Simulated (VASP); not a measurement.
# ZrC (relaxed from the rock salt structure, space group Fm-3m): computed properties

All values below come from PBE GGA, VASP's PBE PAW potentials (set 64) (plane waves; VASP 6.6.1).

For ZrC, the space group is Fm-3m (225) and the cell is a = 4.7110 Å, b = 4.7110 Å, c = 4.7110 Å, α = 90.00°, β = 90.00°, γ = 90.00°. The volume per atom is 13.07 Å^3/atom. The band gap (over mesh and band path) is none (metal, semimetal or under 0.01 eV). The density is 6.56 g/cm³.

```xyz
2
Lattice="0.0000 2.3555 2.3555 2.3555 0.0000 2.3555 2.3555 2.3555 0.0000" Properties=species:S:1:pos:R:3 pbc="T T T"
Zr     0.0000     0.0000     0.0000
C      2.3555     2.3555     2.3555
```

The structure was generated: ZrC was put into the rock salt type (Fm-3m), which need not be its known phase. It was relaxed first, which changed the volume by -34 %. Symmetry was kept, so distortions that lower it aren't found.
